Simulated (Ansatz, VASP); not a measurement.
# Cu (Cu wire along [111], 31 atoms a period): VASP beside Ansatz, part 2 of 2

One calculation is typed for both programs; each brings its own data sets. How far apart do they land? The structure shown is the start of the Ansatz relaxation below; VASP solves that cell, so the two are compared at the walk's first step.

VASP 6.6.1 and Ansatz 0.2.0.

So far: The structure; Ansatz: relaxation, PBE.

## (3) VASP: single point, PBE, start cell

Level of this step: PBE; plane waves and PAW (Cu) (VASP).

The same cell, functional, mesh and smearing now go to VASP, with its own data sets.

Lines of VASP's logs that name or quote its potential files are left out, and so is its time.

The input, INCAR:

```
SYSTEM = Cu
PREC = Accurate
ENCUT = 520
EDIFF = 1E-06
NELM = 120
ISMEAR = -1
SIGMA = 0.05
LREAL = Auto
ALGO = Normal
GGA = PE
NBANDS = 200
LASPH = .TRUE.
LORBIT = 11
LWAVE = .FALSE.
LCHARG = .FALSE.
ISIF = 2
GGA_COMPAT = .FALSE.
KPAR = 4
```

The input, POSCAR:

```
Cu
1.0
   14.5000000000      0.0000000000      0.0000000000
    0.0000000000     14.2100000000      0.0000000000
    0.0000000000      0.0000000000      6.2873440000
Cu
31
Direct
    0.3229930345      0.4999896552      0.0000000000
    0.4115033103      0.6564225897      0.0000000000
    0.5000135172      0.4999896552      0.0000000000
    0.5885237931      0.6564225897      0.0000000000
    0.2344827586      0.4478453906      0.3333332803
    0.3229930345      0.2914124560      0.3333332803
    0.3229930345      0.6042783251      0.3333332803
    0.4115033103      0.4478453906      0.3333332803
    0.4115033103      0.7607111893      0.3333332803
    0.5000135172      0.6042783251      0.3333332803
    0.5000135172      0.2914124560      0.3333332803
    0.5885237931      0.4478453906      0.3333332803
    0.5885237931      0.7607111893      0.3333332803
    0.6770340690      0.2914124560      0.3333332803
    0.6770340690      0.6042783251      0.3333332803
    0.7655443448      0.4478453906      0.3333332803
    0.2344827586      0.5521339901      0.6666667197
    0.3229930345      0.7085669247      0.6666667197
    0.3229930345      0.3957010556      0.6666667197
    0.4115033103      0.2392681210      0.6666667197
    0.4115033103      0.5521339901      0.6666667197
    0.5000135172      0.3957010556      0.6666667197
    0.5000135172      0.7085669247      0.6666667197
    0.5885237931      0.2392681210      0.6666667197
    0.5885237931      0.5521339901      0.6666667197
    0.6770340690      0.7085669247      0.6666667197
    0.6770340690      0.3957010556      0.6666667197
    0.7655443448      0.5521339901      0.6666667197
    0.4115033103      0.3435567206      0.0000000000
    0.5885237931      0.3435567206      0.0000000000
    0.6770340690      0.4999896552      0.0000000000
```

The input, KPOINTS:

```
Automatic mesh
0
Gamma
1 1 13
0 0 0
```

The projector-augmented-wave data sets are Cu (PBE family, release 64).

On the command line:

```sh
$ mpirun -np 4 vasp_std
```

Numbers of over 12 decimals in the logs are rounded to 6 here.

The log of the run:

```text
[banner, memory and clock lines left out]
running    4 mpi-ranks, on    1 nodes
[...]
LDA part: xc-table for (Slater+PW92), standard interpolation
 POSCAR, INCAR and KPOINTS ok, starting setup
[...]
entering main loop
       N       E                     dE             d eps       ncg     rms          rms(c)
DAV:   1     0.301498969097E+04    0.30150E+04   -0.13856E+05  2800   0.191E+03
DAV:   2     0.232438536553E+03   -0.27826E+04   -0.27105E+04  2800   0.426E+02
DAV:   3    -0.962169889072E+02   -0.32866E+03   -0.30056E+03  2872   0.202E+02
DAV:   4    -0.116990745837E+03   -0.20774E+02   -0.19840E+02  3200   0.635E+01
[...]
DAV:  25    -0.973273440770E+02   -0.29742E-04   -0.27794E-06  1872   0.242E-02    0.528E-03
DAV:  26    -0.973273573889E+02   -0.13312E-04   -0.22408E-06  1936   0.150E-02    0.537E-03
DAV:  27    -0.973273578386E+02   -0.44972E-06   -0.20698E-06  1880   0.102E-02
   1 F= -.97327358E+02 E0= -.97280470E+02  d E =-.937757E-01
```

Parts of OUTCAR (step 3):

```text
  Total      -12.9461163    -12.9492216    -17.4075816      0.0000000      0.0122353      0.0000000
  in kB      -16.0110857    -16.0149263    -21.5287949      0.0000000      0.0151319      0.0000000
  external PRESSURE =     -17.8516023 kB  Pullay stress =       0.0000000 kB

 POSITION                                       TOTAL-FORCE (eV/Angst)
 -----------------------------------------------------------------------------------
      4.68340      7.10485      0.00000        -0.100512     -0.000000      0.000000
      5.96680      9.32776      0.00000        -0.051482      0.090961      0.000216
      7.25020      7.10485      0.00000         0.000000     -0.000000      0.000000
      8.53359      9.32776      0.00000         0.051482      0.090961      0.000216
      3.40000      6.36388      2.09578         0.620389      0.148067      0.197819
      4.68340      4.14097      2.09578         0.433870      0.460312      0.196682
      4.68340      8.58679      2.09578        -0.042963      0.024414      0.054985
      5.96680      6.36388      2.09578        -0.167090     -0.093277     -0.200033
      5.96680     10.80971      2.09578         0.180435     -0.611620      0.195636
      7.25020      8.58679      2.09578         0.000000      0.196686     -0.199821
      7.25020      4.14097      2.09578         0.000000     -0.046485      0.056172
      8.53359      6.36388      2.09578         0.167090     -0.093277     -0.200033
      8.53359     10.80971      2.09578        -0.180435     -0.611620      0.195636
      9.81699      4.14097      2.09578        -0.433870      0.460312      0.196682
[...]
-----------------------------------------------------------------------------------
    total drift:                                0.000917     -0.003397      0.000016

  FREE ENERGIE OF THE ION-ELECTRON SYSTEM (eV)
  ---------------------------------------------------
  free  energy   TOTEN  =       -97.3273578386 eV

  energy  without entropy=      -97.2335821258  energy(sigma->0) =      -97.28046998

[... 3 further parts left out ...]
[key lines of the parts left out:]
E-fermi :  -0.8305
```

This run has no spin polarisation. Its electron count is odd, so without a moment it is a metal by construction.

## (4) Side by side

Known differences besides the potentials themselves: the data sets hold 589 valence electrons in Ansatz (on its default PAW (the set named soft_2) files) and 341 in VASP; the cutoff is 420 eV in Ansatz and 520 eV in VASP (PREC = Accurate, projectors in real space). Total energies have different zeros and are not compared.

Forces on 10 of the 31 atoms, those with the largest forces and the largest differences (eV/Å; atoms numbered as in POSCAR):

```tsv
atom	Ansatz x, y, z	VASP x, y, z
Cu5	0.649, 0.154, 0.205	0.620, 0.148, 0.198
Cu6	0.455, 0.481, 0.204	0.434, 0.460, 0.197
Cu9	0.188, -0.640, 0.203	0.180, -0.612, 0.196
Cu14	-0.455, 0.481, 0.204	-0.434, 0.460, 0.197
Cu16	-0.649, 0.154, 0.205	-0.620, 0.148, 0.198
Cu17	0.649, -0.154, -0.205	0.620, -0.148, -0.198
Cu20	0.188, 0.640, -0.203	0.180, 0.612, -0.196
Cu24	-0.188, 0.640, -0.203	-0.180, 0.612, -0.196
Cu26	-0.455, -0.481, -0.204	-0.434, -0.460, -0.197
Cu28	-0.649, -0.154, -0.205	-0.620, -0.148, -0.198
```

The forces differ by 12 meV/Å r.m.s., which is 4.9 % of the r.m.s. force of 0.251 eV/Å (both taken over all components).

## (5) Outcome

* r.m.s. force difference (single point, PBE, start cell): 4.9 % of the r.m.s. force

The r.m.s. force difference is 4.9 % of the r.m.s. force (single point, PBE, start cell), beyond the 3 % picked in this series as the mark of a large difference. The data sets hold unlike numbers of valence electrons (589 in Ansatz and 341 in VASP), so part of the differences comes from the potentials. What causes the difference of the single point, PBE, start cell pair stays open here. VASP runs on this material, other cells of it included, that failed, so that no pair exists: single point, PBE (timeout). How closely two codes agree says nothing of how well the functional describes the real material.

[Lines on the potential files, build, host, timing and source positions are cut from VASP's logs without a mark.]

[Logs are printed without paths, hosts, clocks, repeated set-up lines and the standing remarks that a program may print on its own settings, such as how far it seeks lower states.]

[Hosts, paths, dates, database ids (printed as entryN), source tags and the programs' standing remarks are cut or masked in the printed files.]
